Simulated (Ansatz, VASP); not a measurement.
# CdS (Hawleyite): VASP beside Ansatz, part 2 of 2

Wanted: the spread between two codes on one cell, functional and k mesh. The cell is taken from a series of runs on this material, whose earlier steps may have relaxed, scaled, displaced or heated it; both programs get it as it stands.

VASP 6.6.1 and Ansatz 0.2.0.

So far: Starting point; VASP: zone-centre phonons, LDA.

**3. Ansatz: zone-centre phonons, LDA**

Level of this step: Ansatz beside VASP: Kohn-Sham DFT, plane waves, LDA (Ansatz).

Ansatz runs on its default PAW (the set named soft_2) files.

The same cell, functional (in two slightly different forms) and mesh now go to Ansatz, which takes its cutoff from its data sets.

input.yaml

```yaml
crystal:
  lattice:
    - [-2.882011186, 0.0, 2.882011186]
    - [0.0, 2.882011186, 2.882011186]
    - [-2.882011186, 2.882011186, 0.0]
  atoms:
    - { symbol: Cd, position: [0.0, 0.0, 0.0] }
    - { symbol: S, position: [0.25, 0.25, 0.25] }
kpoints:
  mp_grid: { grid: [8, 8, 8] }
hamiltonian:
  xc: lda
scf:
  occupations: { method: fixed }
output:
  eigenvalues: true
phonons:
  method: dfpt
  dielectric: true
  rigid_motions: translations
```

On the command line:

```console
ansatz run input.yaml --threads 4 --pin off --max-ram 8192MiB --backend cpu --events-out ev --progress --plain --runs-dir out
```

Numbers of over 12 decimals in the logs are rounded to 6 here.

The log of the run:

```text
Engine: ansatz 0.2.0, aarch64-unknown-linux-gnu
Pseudopotentials: kind: paw
Pseudopotential: Cd, paw, valence charge 20, recommended cutoff 420 eV (normal), Cd.paw.azcp
Pseudopotential: S, paw, valence charge 6, recommended cutoff 420 eV (normal), S.paw.azcp
Functional definition: SPW92
  exchange = slater_x
  correlation = pw_c
Crystal: 2 atoms, lattice volume = 47.876 Å³
Basis set: ecut = 420 eV, 941 PW (Γ), exchange–correlation on 60×60×60 points (8 copies of the dense FFT grid, shifted against one another)
Bands: 17, of which v1, the nominal top of the filled ones, is band 13 counted from 1 (12 counted from 0)
Symmetry: 24 space group operations
k-points: 95 of 512 (irreducible under 4 space group operations, time reversal used)
Non-local potential: Cd, projectors of the file, l = 0: 3, l = 1: 2, l = 2: 2, l = 3: 1
Non-local potential: S, projectors of the file, l = 0: 2, l = 1: 2, l = 2: 2
PAW form: soft (Blöchl's): semilocal exchange-correlation on the pseudo side does not see the compensation charge
PAW frozen core: Cd, regenerated for the run's functional, and the local potential with it (the file was generated under x = pbe(κ = 0.804, μ = 0.219515), c = pbe(β = 0.066725))
PAW frozen core: S, regenerated for the run's functional, and the local potential with it (the file was generated under x = pbe(κ = 0.804, μ = 0.219515), c = pbe(β = 0.066725))
PAW one-centre angular grid: Cd, 590 points (default); XC on 64 Gauss nodes
PAW one-centre angular grid: S, 110 points (default); XC on 64 Gauss nodes
Initial density: superposition of atomic densities (neutral atoms: chi_scale 0, normalization atom), corrected by the library's trained network
Initial wavefunctions: pseudopotential atomic-orbital guess
Functional: x = slater, c = lda
SCF iter   1: F=—  HF=-8988.655206 eV  |F-HF|=—  |Δ(HF+E_count)|=         —  Δρ=8.45e-3  dr2=3.27e-2  ethr=1.77e-3  ⟨swp⟩=4.9  Hψ=6971  notcnv=0  defer=182
preconditioner: auto → none  [insulator: Δε(μ)=0.842 eV  Ē_g=12.296 eV  n_scr=14 (ndim 8)  ℏωp=22.8 eV  f_vac=0.122  ε∞_Penn≈4.4]
SCF iter   2: F=—  HF=-8988.645101 eV  |F-HF|=—  |Δ(HF+E_count)|=   1.01e-2  Δρ=2.58e-3  dr2=1.34e-3  ethr=1.26e-4  ⟨swp⟩=2.0  Hψ=3329  notcnv=0  defer=186
SCF iter   3: F=—  HF=-8988.644678 eV  |F-HF|=—  |Δ(HF+E_count)|=   4.24e-4  Δρ=1.14e-3  dr2=2.81e-4  ethr=5.17e-6  ⟨swp⟩=2.0  Hψ=2677  notcnv=0  defer=186
SCF iter   4: F=—  HF=-8988.644600 eV  |F-HF|=—  |Δ(HF+E_count)|=   7.80e-5  Δρ=1.87e-4  dr2=1.43e-5  ethr=1.08e-6  ⟨swp⟩=2.0  Hψ=2527  notcnv=0  defer=83
SCF iter   5: F=—  HF=-8988.644553 eV  |F-HF|=—  |Δ(HF+E_count)|=   4.64e-5  Δρ=3.64e-5  dr2=2.84e-7  ethr=5.49e-8  ⟨swp⟩=2.0  Hψ=2392  notcnv=0
SCF iter   6: F=—  HF=-8988.644596 eV  |F-HF|=—  |Δ(HF+E_count)|=   4.24e-5  Δρ=1.16e-5  dr2=3.64e-8  ethr=1.09e-9  ⟨swp⟩=2.0  Hψ=2580  notcnv=0
SCF iter   7: F=—  HF=-8988.644596 eV  |F-HF|=—  |Δ(HF+E_count)|=   1.39e-8  Δρ=3.39e-6  dr2=2.62e-9  ethr=1.40e-10  ⟨swp⟩=3.0  Hψ=3325  notcnv=0
SCF iter   8: F=-8988.644596 eV  HF=-8988.644596 eV  |F-HF|=1.82e-12  |Δ(HF+E_count)|=   1.16e-9  Δρ=1.08e-7  dr2=2.14e-12  ethr=1.00e-12  ⟨swp⟩=6.0  Hψ=9617  notcnv=0
SCF 1 converged in 8 iterations: F = -8988.644596 eV  dr2 = 2.14e-12
  greatest PAW one-centre occupation: 1.000 electrons in one spin orbital (limit 2), on the Cd atom at site 0 (counted from 0), in its partial waves of l = 0
DFPT response loops at Γ: preconditioner auto → none (the input reference at scf.mixing.eps_inf says where Resta's filter doesn't serve); β = 0.50; Broyden in place of MSR1
── the response to a field inside a basis, on 10×10×10 k-points: an SCF that follows is theirs, and a resumed run solves both again ──
Bands: 14, of which v1, the nominal top of the filled ones, is band 13 counted from 1 (12 counted from 0)
k-points: 110
Initial density: handed on by an earlier stage of this run
Initial wavefunctions: pseudopotential atomic-orbital guess (no wavefunctions were taken with the density)
Eigensolver: Dense (110 Hₖ)
SCF iter   1: F=—  HF=-8988.642769 eV  |F-HF|=—  |Δ(HF+E_count)|=         —  Δρ=1.90e-4  dr2=3.31e-6  ethr=1.00e-1
preconditioner: auto → none  [insulator: Δε(μ)=1.011 eV  Ē_g=10.043 eV  n_scr=14 (ndim 8)  ℏωp=22.8 eV  f_vac=0.112  ε∞_Penn≈6.1]
SCF iter   2: F=—  HF=-8988.642768 eV  |F-HF|=—  |Δ(HF+E_count)|=   7.03e-7  Δρ=8.69e-5  dr2=7.00e-7  ethr=1.27e-8
SCF iter   3: F=-8988.642768 eV  HF=-8988.642768 eV  |F-HF|=7.21e-8  |Δ(HF+E_count)|=   1.11e-7  Δρ=2.63e-5  dr2=9.71e-8  ethr=2.69e-9
SCF 1 converged in 3 iterations: F = -8988.642768 eV  dr2 = 9.71e-8
DFPT response loops at Γ: mixed as the last ones told, above
WARN: field response: ε∞ stands inside a basis, on 10×10×10 points; the force constants stand on the 8×8×8 k-mesh, whose period is 10.83 times the interband length at k = (0.0000, 0.0000, 0.0000), direct gap 0.939 eV, under 14: take them and everything formed from them as unconverged, and compare with a denser kpoints.mp_grid
SCF converged after 8 iterations
Free energy (F): -8988.644596 eV
Harris-Foulkes:  -8988.644596 eV  (|F-HF|=1.82e-12)
Internal energy: -8988.644596 eV  (E = F + TS)
E sigma→0 (E₀):  -8988.644596 eV
Fermi energy:    7.146690 eV
--- Per-component energies (eV) ---
  E_band       = -502.974093
  E_kinetic    = 612.757037
  E_local      = -3964.452092  (includes V_loc(G=0)·N_el)
  E_nonlocal   = 70.399008
  E_hartree    = 1817.193093
  E_xc         = -271.888200
  E_vxc        = -309.284739  (∫ρ·V_xc dr)
  E_paw        = -4516.221610  (= ΣΔE_a)
  E_vpaw       = -546.779569  (= ΣTr[D̂ρ^β])
  E_aug_tail   = 0.000012  (compensation charges beyond the density's cutoff)
  E_ewald      = -2737.351610
  E_core_change = 0.919766  (= ΣΔE_core)
  E_smearing   = -0.000000  (= −TS)
  E_closure    = 0.000000  (closes the sum)
  Σ components = -8988.644596   (vs F -8988.644596, Δ=0.00e0)
--- Band table (eV; the first three rows and the last of 95) ---
  k-point 0: bands = [... 9 lower, -0.2201, 7.1467, 7.1467, 7.1467, 8.0855, 13.4716, 13.4716, 13.4716]
  k-point 1: bands = [... 9 lower, -0.2215, 6.0330, 7.0126, 7.0126, 8.9804, 13.2066, 13.6813, 13.6813]
  k-point 2: bands = [... 9 lower, -0.2160, 4.4854, 6.7120, 6.7120, 9.7607, 13.2350, 14.0036, 14.0036]
  k-point 94: bands = [... 9 lower, 0.2603, 2.9288, 5.0988, 5.0988, 10.4008, 11.3362, 16.2104, 17.8905]
--- Phonons (Γ-DFPT): 2 representative perturbations + reference, on 95 of 512 k-points (Σ response iterations 6) ---
  k mesh reduced under 4 symmetry operations, with k and −k counted as one. Each operation leaves every solved perturbation unchanged. A smaller set is not considered because the run solves the response to a homogeneous field
  ASR residual: 7.210e-5 → 0.000e0 eV/Å²; symmetrization residual: 9.768e-6 eV/Å²
  ASR residual per site (eV/Å²): 3.49e-5 7.21e-5
  Γ frequencies (cm⁻¹): 0.00 0.00 0.00 242.38 242.38 242.38
  ε∞ (high-frequency dielectric tensor):
        6.636513     0.000000     0.000000
        0.000000     6.636513    -0.000000
        0.000000    -0.000000     6.636513
  ε⁰ (static dielectric tensor: ions relaxed, cell fixed):
        9.841556    -0.000000     0.000000
       -0.000000     9.841556    -0.000000
        0.000000    -0.000000     9.841556
  ε⁰ − ε∞ (ionic part):
        3.205042    -0.000000     0.000000
       -0.000000     3.205042     0.000000
        0.000000     0.000000     3.205042
  softest optical mode at Γ: 242.38 cm⁻¹; the repairs (sum rule, projections) moved no ω² at Γ by more than (1.05 cm⁻¹)²
  Born effective charges Z* (e; rows j = field, columns β = displacement):
    site 0:
         2.13776   -0.00000    0.00000
        -0.00000    2.13776    0.00000
         0.00000   -0.00000    2.13776
    site 1:
        -2.13776    0.00000   -0.00000
         0.00000   -2.13776   -0.00000
        -0.00000    0.00000   -2.13776
  Z* charge neutrality: 6.850e-5 e pre-enforcement
  solved inside a basis spanned on kpoints, on 10×10×10 k-points transformed towards the longest dipole: ε∞ is read to err by 1.7e-2, Z* by 2.1e-2 e (field_mesh: kpoints solves on kpoints); Z* is corrected for what the basis lacks
  optical modes at Γ without the LO–TO term, one row a degenerate level:
      ω (cm⁻¹)  modes    IR ((D/Å)²/amu)
        242.38      3            12.6796
  optical modes at Γ + LO–TO along q̂ = [1.0000, 0.0000, 0.0000]:
      ω (cm⁻¹)  modes    IR ((D/Å)²/amu)
        242.38      2             8.4531
        295.16      1             4.2265
  optical modes at Γ + LO–TO along q̂ = [0.0000, 1.0000, 0.0000]:
      ω (cm⁻¹)  modes    IR ((D/Å)²/amu)
        242.38      2             8.4531
        295.16      1             4.2265
  optical modes at Γ + LO–TO along q̂ = [0.0000, 0.0000, 1.0000]:
      ω (cm⁻¹)  modes    IR ((D/Å)²/amu)
        242.38      2             8.4531
        295.16      1             4.2265
```

In the SCF lines HF is the Harris–Foulkes energy and dr2 the Hartree energy of the density residual, in eV; the loop may stop once dr2 is under the threshold and the program's other checks hold. Hψ counts applications of the Hamiltonian.

**4. Differences**

Known differences besides the potentials themselves: fixed occupations in Ansatz, narrow Gaussian smearing in VASP; VASP's response is taken on the typed mesh, Ansatz refines its own for the field response alone; the data sets hold 26 valence electrons in Ansatz (on its default PAW (the set named soft_2) files) and 18 in VASP; the cutoff is 420 eV in Ansatz and 500 eV in VASP; VASP's log shows a relativistic correction to its local exchange, Ansatz's none. Total energies have different zeros and are not compared.

The two programs side by side:

```csv
quantity,Ansatz,VASP,difference
ε∞ xx,6.64,7.27,-8.73 %
ε∞ yy,6.64,7.27,-8.73 %
ε∞ zz,6.64,7.27,-8.73 %
Born charge of Cd1 (mean of the diagonal) (e),2.14,2.18,-0.04
Born charge of S2 (mean of the diagonal) (e),-2.14,-2.18,+0.04
optical mode 1 to 3 (cm⁻¹),242.4,246.7,-1.75 %
```

Modes are paired by rising frequency, not by their patterns, so a pair may set unlike modes beside each other; they are those without the splitting of longitudinal modes.

**5. What the set-up changes**

Further runs change the set-up of one program: Ansatz's method, potentials or start, or VASP's data sets, cutoff or form of LDA. The table gives Ansatz less VASP for each quantity, since a change that brings one quantity closer may part another.

```csv
run,ε∞ xx (%),ε∞ yy (%),ε∞ zz (%),optical mode 1 to 3 (%),Born charge of Cd1 (mean of the diagonal) (e),Born charge of S2 (mean of the diagonal) (e)
as above,-8.7,-8.7,-8.7,-1.8,-0.037,0.037
VASP with the data sets Cd_sv_GW and S and a cutoff of 540 eV,-9.6,-9.6,-9.6,-0.12,-0.041,0.041
```

**6. What came out**

| Item | Value |
| --- | --- |
| difference in ε∞ xx (zone-centre phonons, LDA) | -8.7 % |

**Reading.** The difference in ε∞ xx is -8.7 % (zone-centre phonons, LDA), beyond the 5 % picked in this series as the mark of a large difference. The data sets hold unlike numbers of valence electrons (26 in Ansatz and 18 in VASP), so part of the differences comes from the potentials. Zone-centre phonons, LDA, VASP with the data sets Cd_sv_GW and S and a cutoff of 540 eV: the difference in optical mode 1 to 3 goes from -1.8 to -0.12 %. Such differences can come from data sets, numerical settings and the points named under the comparisons, not from the functional's error against experiment.

[Lines on the potential files, build, host, timing and source positions are cut from VASP's logs without a mark.]

[Logs are printed without paths, hosts, clocks, repeated set-up lines and the standing remarks that a program may print on its own settings, such as how far it seeks lower states.]

[Hosts, paths, dates, database ids (printed as entryN), source tags and the programs' standing remarks are cut or masked in the printed files.]
